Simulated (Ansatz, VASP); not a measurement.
# Cu (Cu(100)): VASP beside Ansatz

Aim: how closely do two programs agree when they are given the same cell, functional and k mesh? The structure shown is the start of the Ansatz relaxation below; VASP solves that cell, so the two are compared at the walk's first step.

Program: Ansatz 0.2.0. Level of theory: plane waves, with VASP 6.6.1 beside it; single point at PBE. Results are calculated unless marked as measured.

## (1) Set-up

The cell holds 2 atoms: 2 Cu. Its edges and angles: a = 2.553 Å, b = 2.553 Å, c = 19.805 Å, α = 90.0°, β = 90.0°, γ = 90.0°. Vacuum lies along c.

## (2) Ansatz: relaxation, PBE

Ansatz runs on its default PAW (the set named soft_2) files.

The two programs are compared at the cell with which this relaxation starts, whose forces are those of its first step.

The input, input.yaml:

```yaml
crystal:
  lattice:
    - [2.5526554801, 0.0, 0.0]
    - [0.0, 2.5526554801, 0.0]
    - [0.0, 0.0, 19.805]
  atoms:
    - { symbol: Cu, position: [0.5, 0.5, 0.4544306993] }
    - { symbol: Cu, position: [0.0, 0.0, 0.5455693007] }
kpoints:
  mp_grid: { grid: [12, 12, 1] }
hamiltonian:
  xc: pbe
scf:
  occupations: { method: fermi_dirac, width: 0.1 }
efield:
  axis: 3
  dipole_correction: true
  ramp_width: 0.05
relax:
  f_tol: 0.02
  max_steps: 60
  constraints: [{ sites: [0] }]
output:
  write_potential: true
  write_density: true
  volumetric_format: npy
```

On the command line:

```console
ansatz run input.yaml --threads 2 --pin off --max-ram 4096MiB --backend cpu --events-out ev --progress --plain --runs-dir out
```

Numbers of over 12 decimals in the logs are rounded to 6 here.

What it wrote:

```text
Engine: ansatz 0.2.0, x86_64-unknown-linux-gnu
Pseudopotentials: kind: paw
Pseudopotential: Cu, paw, valence charge 19, recommended cutoff 420 eV (normal), Cu.paw.azcp
Functional definition: PBE
  parameter kappa = 0.804
  parameter beta = 0.066725
  exchange = pbe_x(kappa = kappa, mu = beta*pi^2/3)
  correlation = pbe_c(beta = beta)
Crystal: 2 atoms, lattice volume = 129.050 Å³
Basis set: ecut = 420 eV, 2551 PW (Γ), exchange–correlation on 36×36×270 points (8 copies of the dense FFT grid, shifted against one another)
Bands: 23, of which v1, the nominal top of the filled ones, is band 19 counted from 1 (18 counted from 0)
Symmetry: 8 space group operations
k-points: 28 of 144
Non-local potential: Cu, projectors of the file, l = 0: 3, l = 1: 2, l = 2: 3, l = 3: 1
PAW form: soft (Blöchl's): semilocal exchange-correlation on the pseudo side does not see the compensation charge
PAW one-centre angular grid: Cu, 590 points (default); XC on 64 Gauss nodes
Initial density: superposition of atomic densities (neutral atoms: chi_scale 0, normalization atom), corrected by the library's trained network
Initial wavefunctions: pseudopotential atomic-orbital guess
Functional: x = pbe(κ = 0.804, μ = 0.219515), c = pbe(β = 0.066725)
SCF iter   1: F=—  HF=-13249.139329 eV  |F-HF|=—  |Δ(HF+E_count)|=         —  Δρ=1.08e-3  dr2=1.01e-3  ethr=1.77e-3  p=0.000 e·Å  D=4.88e-14 V/Å  ΔV_dip=-0.00 eV  dr2_dipole=4.03e-9  V_vac-E_F(+/−)=4.69/4.69 eV  ⟨swp⟩=6.9  Hψ=3075  notcnv=0
efield: sawtooth ramp at fractional position 0.9750 (placed from the atoms, in the widest stretch of the axis that holds none; the zero of the levels goes with the place), width 0.0500; the density the first Hamiltonian is built on has a dipole p = 0.000 e·Å; the dipole correction subtracts the counter field D = 4.88e-14 V/Å, which shifts the + side's vacuum level by -0.00 eV against the − side's; the planar-averaged density in the ramp window peaks in size at 2.2e-5 e/Å³
preconditioner: auto → LDOS  [metal: Δε(μ)=0.198 eV  Ē_g=7.147 eV  σ=0.100 eV  W_gap=0.42  n_scr=14 (ndim 8)  ℏωp=15.3 eV  f_vac=0.734  D(μ)=0.58/eV (n_scr^D=4)  β→1.0]
SCF iter   2: F=—  HF=-13249.141921 eV  |F-HF|=—  |Δ(HF+E_count)|=   2.59e-3  Δρ=7.36e-4  dr2=5.40e-4  ethr=2.66e-6  p=-0.000 e·Å  D=-3.05e-5 V/Å  ΔV_dip=0.00 eV  dr2_dipole=1.19e-8  V_vac-E_F(+/−)=4.68/4.68 eV  ⟨swp⟩=3.1  Hψ=1724  notcnv=0
SCF iter   3: F=—  HF=-13249.142058 eV  |F-HF|=—  |Δ(HF+E_count)|=   1.36e-4  Δρ=1.23e-3  dr2=1.21e-3  ethr=1.42e-6  p=0.000 e·Å  D=7.64e-5 V/Å  ΔV_dip=-0.00 eV  dr2_dipole=3.93e-8  V_vac-E_F(+/−)=4.66/4.66 eV  ⟨swp⟩=2.0  Hψ=1199  notcnv=0
SCF iter   4: F=—  HF=-13249.141816 eV  |F-HF|=—  |Δ(HF+E_count)|=   2.42e-4  Δρ=1.45e-4  dr2=4.84e-5  ethr=1.42e-6  p=-0.000 e·Å  D=-5.68e-7 V/Å  ΔV_dip=0.00 eV  dr2_dipole=7.96e-10  V_vac-E_F(+/−)=4.67/4.67 eV  ⟨swp⟩=2.0  Hψ=936  notcnv=0
iter 5 did not close the SCF: its close was put off for the readings that it lacked (scf_convergence_deferred on its scf_iter line)
SCF iter   5: F=-13249.141804 eV  HF=-13249.141808 eV  |F-HF|=3.74e-6  |Δ(HF+E_count)|=   7.85e-6  Δρ=7.64e-5  dr2=5.07e-6  ethr=1.27e-7  p=0.000 e·Å  D=2.38e-5 V/Å  ΔV_dip=-0.00 eV  dr2_dipole=1.22e-9  V_vac-E_F(+/−)=4.68/4.68 eV  ⟨swp⟩=2.1  Hψ=918  notcnv=0
SCF iter   6: F=-13249.141807 eV  HF=-13249.141808 eV  |F-HF|=1.10e-6  |Δ(HF+E_count)|=   4.10e-7  Δρ=4.06e-5  dr2=1.32e-6  ethr=1.33e-8  p=-0.000 e·Å  D=-2.99e-5 V/Å  ΔV_dip=0.00 eV  dr2_dipole=3.19e-9  V_vac-E_F(+/−)=4.68/4.68 eV  ⟨swp⟩=9.6  Hψ=5279  notcnv=0
SCF 1 converged in 6 iterations: F = -13249.141807 eV  dr2 = 1.32e-6
  greatest PAW one-centre occupation: 1.000 electrons in one spin orbital (limit 2), on the Cu atom at site 0 (counted from 0), in its partial waves of l = 0
relax step   1: F+E_penalty+E_count = -13249.14180731 eV  Δ(F+E_penalty+E_count) = +0.000e0 eV  max|allowed force component| = 2.596e-1 eV/Å  Δτ_max = 0.0000 Å  (6 SCF iters, dr2 threshold 1.00e-5 eV, accepted)
[...]
relax step   3: F+E_penalty+E_count = -13249.15081218 eV  Δ(F+E_penalty+E_count) = -3.556e-3 eV  max|allowed force component| = 1.263e-2 eV/Å  Δτ_max = 0.0444 Å  (6 SCF iters, dr2 threshold 1.75e-6 eV, accepted)
[...]
relax step   4: F+E_penalty+E_count = -13249.15081280 eV  Δ(F+E_penalty+E_count) = -6.188e-7 eV  max|allowed force component| = 1.155e-2 eV/Å  Δτ_max = 0.0000 Å  (4 SCF iters, accepted)
NSCF: frozen V_eff on 28 k-points
the band table was solved once a step of the walk had ended and its energy, with any forces and stress, was formed, with the checks that follow a solve (3931 applications of the Hamiltonian). They found nothing against the state; the energy, forces and stress were not computed again (output.eigenvalues in the input reference)
WARN: The input density's exchange-correlation potential varies sharply where the density is thin. Do not read a vacuum level from v_tot or v_xc, or from such a field of the output density. On a cell that repeats whose density bears no net charge and no dipole along the vacuum's axis use v_es (v_loc + v_h of the components); under efield.dipole_correction with no amplitude use v_es + v_field, which holds any external [...]
SCF converged after 4 iterations
Free energy (F): -13249.150813 eV
Harris-Foulkes:  -13249.150813 eV  (|F-HF|=7.28e-8)
Internal energy: -13249.131285 eV  (E = F + TS)
E sigma→0 (E₀):  -13249.141049 eV
Entropy (-TS):   -0.019528 eV (-9.764 meV/atom)
Fermi energy:    -0.704928 eV
Dipole field:    D = 0.000032 V/Å  (p = 0.000022 e·Å, saw-weighted, corrected)
Work function:   Φ+ = 4.6873 eV   Φ− = 4.6879 eV
Levels:          The Fermi level and band energies are counted from a zero that moves with the ramp; work functions are not
--- Per-component energies (eV) ---
  E_band       = -1366.444069
  E_kinetic    = 598.650702
  E_local      = -54869.062928  (includes V_loc(G=0)·N_el)
  E_nonlocal   = 787.057549
  E_hartree    = 26630.247092
  E_xc         = -176.119063
  E_vxc        = -226.993037  (∫ρ·V_xc dr)
  E_paw        = -3332.705059  (= ΣΔE_a)
  E_vpaw       = -916.592253  (= ΣTr[D̂ρ^β])
  E_aug_tail   = 0.000588  (compensation charges beyond the density's cutoff)
  E_efield     = 0.000000  (sawtooth field / dipole correction)
  E_vefield    = 0.000042  (∫n·V_field dr)
  E_ewald      = 17112.799833
  E_smearing   = -0.019528  (= −TS)
  E_closure    = -0.000000  (closes the sum)
  Σ components = -13249.150813   (vs F -13249.150813, Δ=0.00e0)
--- Forces (eV/Å), atoms counted from 1 ---
  atom   1  Cu    -0.00000000     0.00000000    -0.01158251
  atom   2  Cu    -0.00000000     0.00000000     0.01155355
  max |Σ_I F_I| component: 2.90e-5 eV/Å
--- Band table (eV; the first three rows and the last of 28) ---
  k-point 0: bands = [... 15 lower, -2.4232, -2.3770, -2.1252, -2.1252, -2.0709, 0.4316, 3.6767, 3.8764]
  k-point 1: bands = [... 15 lower, -2.4904, -2.2635, -2.1854, -2.1037, -2.0988, 0.7058, 3.8304, 4.0410]
  k-point 2: bands = [... 15 lower, -2.6380, -2.5188, -2.1824, -2.0643, -1.7563, 1.4051, 4.2916, 4.5326]
  k-point 27: bands = [... 15 lower, -2.3114, -1.8153, -1.8152, 2.9977, 2.9977, 7.5367, 7.5367, 7.8754]
--- Relaxed structure (4 steps of the walk, 4 accepted, 0 SCFs on fresh bases) ---
  F+E_penalty+E_count = -13249.15081280 eV   max|allowed force component| = 1.155e-2 eV/Å
  atoms:
    - { symbol: Cu, position: [0.5, 0.5, 0.4544306993] }
    - { symbol: Cu, position: [0, 0.0, 0.542046] }
```

## (3) VASP: single point, PBE, start cell

The same cell, functional, mesh and smearing now go to VASP, with its own data sets.

Lines of VASP's logs that name or quote its potential files are left out, and so is its time.

The input, INCAR:

```
SYSTEM = Cu
PREC = Accurate
ENCUT = 520
EDIFF = 1E-06
NELM = 120
ISMEAR = -1
SIGMA = 0.1
LREAL = .FALSE.
ALGO = Normal
GGA = PE
NBANDS = 17
LASPH = .TRUE.
LORBIT = 11
LWAVE = .FALSE.
LCHARG = .FALSE.
ISIF = 2
LDIPOL = .TRUE.
IDIPOL = 3
DIPOL = 0.5 0.5 0.5
LVHAR = .TRUE.
GGA_COMPAT = .FALSE.
NELMDL = -8
```

The input, POSCAR:

```
Cu
1.0
    2.5526554801      0.0000000000      0.0000000000
    0.0000000000      2.5526554801      0.0000000000
    0.0000000000      0.0000000000     19.8050000000
Cu
2
Direct
    0.5000001018      0.5000001018      0.4544306993
    0.0000001018      0.0000001018      0.5455693007
```

The input, KPOINTS:

```
Automatic mesh
0
Gamma
12 12 1
0 0 0
```

The projector-augmented-wave data sets are Cu (PBE family, release 64).

On the command line:

```console
mpirun -np 1 vasp_std
```

What it wrote:

```text
[banner, memory and clock lines left out]
running    1 mpi-ranks, on    1 nodes
 distrk:  each k-point on    1 cores,    1 groups
 distr:  one band on    1 cores,    1 groups

 POSCAR found type information on POSCAR Cu
 POSCAR found :  1 types and       2 ions
 LDA part: xc-table for (Slater+PW92), standard interpolation
 POSCAR, INCAR and KPOINTS ok, starting setup
 FFT: planning ... GRIDC
 FFT: planning ... GRID_SOFT
 FFT: planning ... GRID
 WAVECAR not read
 entering main loop
       N       E                     dE             d eps       ncg     rms          rms(c)
DAV:   1     0.148172640234E+03    0.14817E+03   -0.87721E+03   952   0.122E+03
DAV:   2    -0.256777585095E+01   -0.15074E+03   -0.14114E+03   955   0.259E+02
DAV:   3    -0.747372792588E+01   -0.49060E+01   -0.48455E+01  1236   0.747E+01
DAV:   4    -0.755926806535E+01   -0.85540E-01   -0.85477E-01  1071   0.104E+01
DAV:   5    -0.756185778332E+01   -0.25897E-02   -0.25893E-02  1323   0.161E+00
DAV:   6    -0.756194843442E+01   -0.90651E-04   -0.90650E-04  1205   0.245E-01
DAV:   7    -0.756195243631E+01   -0.40019E-05   -0.40018E-05  1358   0.437E-02
DAV:   8    -0.756195252956E+01   -0.93253E-07   -0.93249E-07   810   0.513E-03    0.915E+00
DAV:   9    -0.704165341195E+01    0.52030E+00   -0.16237E+01  1103   0.896E+01    0.559E+00
DAV:  10    -0.630023804358E+01    0.74142E+00   -0.33203E+00  1229   0.381E+01    0.527E-01
DAV:  11    -0.628881122538E+01    0.11427E-01   -0.14692E-01  1415   0.479E+00    0.733E-01
DAV:  12    -0.628093794202E+01    0.78733E-02   -0.31032E-02  1154   0.349E+00    0.143E-01
DAV:  13    -0.628022735214E+01    0.71059E-03   -0.34389E-03  1307   0.881E-01    0.142E-01
DAV:  14    -0.627981344218E+01    0.41391E-03   -0.83204E-04  1284   0.486E-01    0.502E-02
DAV:  15    -0.627953509286E+01    0.27835E-03   -0.59360E-04  1303   0.281E-01    0.207E-02
DAV:  16    -0.627963760857E+01   -0.10252E-03   -0.13963E-05  1062   0.407E-02    0.155E-02
DAV:  17    -0.627978488506E+01   -0.14728E-03   -0.27530E-05  1000   0.812E-02    0.260E-03
DAV:  18    -0.627985728951E+01   -0.72404E-04   -0.79723E-06   934   0.238E-02    0.453E-03
DAV:  19    -0.627986575070E+01   -0.84612E-05   -0.11151E-06   864   0.208E-02    0.105E-03
DAV:  20    -0.627987213726E+01   -0.63866E-05   -0.92307E-07   775   0.776E-03    0.112E-03
DAV:  21    -0.627987581741E+01   -0.36801E-05   -0.16870E-07   764   0.350E-03    0.495E-04
DAV:  22    -0.627987955360E+01   -0.37362E-05   -0.23122E-07   745   0.374E-03    0.251E-04
DAV:  23    -0.627988032724E+01   -0.77364E-06   -0.27329E-08   776   0.177E-03
   1 F= -.62798803E+01 E0= -.62700201E+01  d E =-.197204E-01
```

Parts of OUTCAR (step 3):

```text
ion  position               nearest neighbor table
   1  0.500  0.500  0.454-   2 2.55   2 2.55   2 2.55   2 2.55
   2  0.000  0.000  0.546-   1 2.55   1 2.55   1 2.55   1 2.55

  LATTYP: Found a simple tetragonal cell.
 ALAT       =     2.5526554801
 C/A-ratio  =     7.7585871475

 Subroutine GETGRP returns: Found 16 space group operations
 (whereof  8 operations were pure point group operations)

The static configuration has the point symmetry C_4v.
 The point group associated with its full space group is D_4h.

 Found     28 irreducible k-points:

   k-points           NKPTS =     28   k-points in BZ     NKDIM =     28   number of bands    NBANDS=     17

   dimension x,y,z NGX =    20 NGY =   20 NGZ =  150
   dimension x,y,z NGXF=    40 NGYF=   40 NGZF=  300

   ENCUT  =  520.0 eV  38.22 Ry    6.18 a.u.   4.75  4.75 36.82*2*pi/ulx,y,z

   NELECT =      22.0000    total number of electrons

 k-points in reciprocal lattice and weights: Automatic mesh
   0.00000000  0.00000000  0.00000000       0.007
   0.08333333  0.00000000  0.00000000       0.028
   0.16666667  0.00000000  0.00000000       0.028
   0.25000000  0.00000000  0.00000000       0.028
   0.33333333  0.00000000  0.00000000       0.028
   0.41666667  0.00000000  0.00000000       0.028
   0.50000000  0.00000000  0.00000000       0.014
   0.08333333  0.08333333  0.00000000       0.028
   0.16666667  0.08333333  0.00000000       0.056
[...]
0.50000000  0.41666667  0.00000000       0.028
   0.50000000  0.50000000  0.00000000       0.007

 dipolmoment           0.000000      0.000000     -0.000000 electrons x Angstroem

 average (electrostatic) potential at core
       1 -73.2492       2 -73.2492

 E-fermi :  -2.3610

 k-point     1 :       0.0000    0.0000    0.0000
  band No.  band energies     occupation
    ...
      8      -4.0490      2.00000
      9      -4.0330      2.00000
     10      -3.8098      2.00000
     11      -3.8098      2.00000
     12      -3.7523      2.00000
     13      -1.3370      0.00007
     14       1.9903      0.00000
     15       2.1924      0.00000
     16       3.1425      0.00000
     17       3.7230      0.00000

 k-point     2 :       0.0833    0.0000    0.0000
  band No.  band energies     occupation
    ...
      8      -4.0979      2.00000
      9      -3.9463      2.00000
     10      -3.8572      2.00000
     11      -3.7861      2.00000
     12      -3.7852      2.00000
     13      -1.0591      0.00000
     14       2.1434      0.00000
     15       2.3567      0.00000
     16       3.3096      0.00000
     17       3.8757      0.00000

 k-point     3 :       0.1667    0.0000    0.0000
  band No.  band energies     occupation
    ...
      8      -4.2375      2.00000
      9      -4.1903      2.00000
     10      -3.8682      2.00000
     11      -3.7571      2.00000
     12      -3.4418      1.99996
     13      -0.3523      0.00000
     14       2.6026      0.00000
     15       2.8476      0.00000
     16       3.8082      0.00000
     17       4.3338      0.00000

  Total       -1.3845035     -1.3845035     -0.4292632      0.0000000      0.0000000      0.0000000
  in kB      -17.1887937    -17.1887937     -5.3293588      0.0000000      0.0000000      0.0000000
  external PRESSURE =     -13.2356487 kB  Pullay stress =       0.0000000 kB

  energy-cutoff  :      520.00
  volume of cell :      129.05
      direct lattice vectors                 reciprocal lattice vectors
     2.552655480  0.000000000  0.000000000     0.391748909  0.000000000  0.000000000
     0.000000000  2.552655480  0.000000000     0.000000000  0.391748909  0.000000000
     0.000000000  0.000000000 19.805000000     0.000000000  0.000000000  0.050492300

 POSITION                                       TOTAL-FORCE (eV/Angst)
 -----------------------------------------------------------------------------------
      1.27633      1.27633      9.00000         0.000000      0.000000      0.232789
      0.00000      0.00000     10.80500         0.000000      0.000000     -0.232789
 -----------------------------------------------------------------------------------
    total drift:                               -0.000073     -0.000073      0.000031

  FREE ENERGIE OF THE ION-ELECTRON SYSTEM (eV)
  ---------------------------------------------------
  free  energy   TOTEN  =        -6.2798803272 eV

  energy  without entropy=       -6.2601599183  energy(sigma->0) =       -6.27002012

 vacuum level on the upper side and lower side of the slab         2.300         2.300

 total charge
# of ion       s       p       d       tot
------------------------------------------
    1        0.436   0.255   9.208   9.899
    2        0.436   0.255   9.208   9.899
--------------------------------------------------
tot          0.873   0.509  18.416  19.799

[... 3 further parts left out ...]
```

## (4) Comparison

Known differences besides the potentials themselves: the data sets hold 38 valence electrons in Ansatz (on its default PAW (the set named soft_2) files) and 22 in VASP; the cutoff is 420 eV in Ansatz and 520 eV in VASP. Total energies have different zeros and are not compared.

Forces (eV/Å; atoms numbered as in POSCAR):

```
atom        Ansatz x, y, z          VASP x, y, z
 Cu1   0.000, 0.000, 0.260   0.000, 0.000, 0.233
 Cu2  0.000, 0.000, -0.260  0.000, 0.000, -0.233
```

The forces differ by 16 meV/Å r.m.s., which is 11.6 % of the r.m.s. force of 0.134 eV/Å (both taken over all components). With vacuum in the cell, a pressure given here is an average over mostly empty space and none of the material.

## (5) What the set-up changes

Further runs change the set-up of one program: Ansatz's method, potentials or start, or VASP's data sets, cutoff or form of LDA. The table gives that difference for each run.

```
                                                    run  r.m.s. force difference (meV/Å)
                                               as above                               16
VASP with the data sets Cu_sv_GW and a cutoff of 610 eV                             0.36
```

## (6) What came out

```yaml
r_m_s_force_difference_single_point_pbe_start_cell: 16 meV/Å
```

In words: The r.m.s. force difference is 16 meV/Å (single point, PBE, start cell), beyond the 12 meV/Å picked in this series as the mark of a large difference. The data sets hold unlike numbers of valence electrons (38 in Ansatz and 22 in VASP), so part of the differences comes from the potentials. Single point, PBE, start cell, VASP with the data sets Cu_sv_GW and a cutoff of 610 eV: r.m.s. force difference goes from 16 to 0.36 meV/Å. 1 further run of this series is not shown here. Such differences can come from data sets, numerical settings and the points named under the comparisons, not from the functional's error against experiment.

[Lines on the potential files, build, host, timing and source positions are cut from VASP's logs without a mark.]

[Logs are printed without paths, hosts, clocks, repeated set-up lines and the standing remarks that a program may print on its own settings, such as how far it seeks lower states.]

[Hosts, paths, dates, database ids (printed as entryN), source tags and the programs' standing remarks are cut or masked in the printed files.]

[Rows of further runs with another cutoff or data set may stand on the cell that Ansatz relaxed, not on the start cell of the pair above them.]
